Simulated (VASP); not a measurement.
An input for Ansatz (written as the equivalent of a VASP run, and not itself run):

Ansatz 0.2 input:
```yaml
crystal:
  lattice:
    - [0.0000000, 3.3300000, 3.3300000]
    - [3.3300000, 0.0000000, 3.3300000]
    - [3.3300000, 3.3300000, 0.0000000]
  atoms:
    - { symbol: Sr, position: [0.0000000, 0.0000000, 0.0000000] }
    - { symbol: Te, position: [0.5000000, 0.5000000, 0.5000000] }
kpoints:
  mp_grid: { grid: [6, 6, 6] }
hamiltonian:
  xc: pbe
  pseudopotentials: { kind: paw }
scf:
  occupations: { method: gaussian, width: 0.05 }
  max_iter: 100
output: { forces: true, stress: true, eigenvalues: true }
```

Q: Write the VASP files for the same calculation (PBE).

A: One answer among several that fit: 
File KPOINTS:
```
Automatic mesh
0
Gamma
6 6 6
0 0 0
```

### INCAR
```
SYSTEM = SrTe
PREC = Accurate; ENCUT = 400; LREAL = .FALSE.
LASPH = .TRUE.
EDIFF = 1E-6; NELM = 100; ALGO = Normal
LMAXMIX = 4
ISMEAR = 0; SIGMA = 0.05
GGA = PE
ISIF = 2
LWAVE = .FALSE.; LCHARG = .FALSE.
```

POSCAR:
```
SrTe
1
    0.0000000000     3.3300000000     3.3300000000
    3.3300000000     0.0000000000     3.3300000000
    3.3300000000     3.3300000000     0.0000000000
Sr Te
1 1
Direct
  0.0000000000   0.0000000000   0.0000000000
  0.5000000000   0.5000000000   0.5000000000
```

POTCAR, in this order: Sr_sv Te (PBE.64 set). Program: vasp_std.

Limits of the translation: each code has its own PAW files, so the cut-off isn't converted (ENCUT is set for VASP's; basis.ecutwfc is left out, and Ansatz then takes the one that its files recommend); Ansatz stops its SCF on the density residual and VASP on the energy change (EDIFF).

The compound is SrTe in the rock salt structure. The cell was not relaxed at this level.
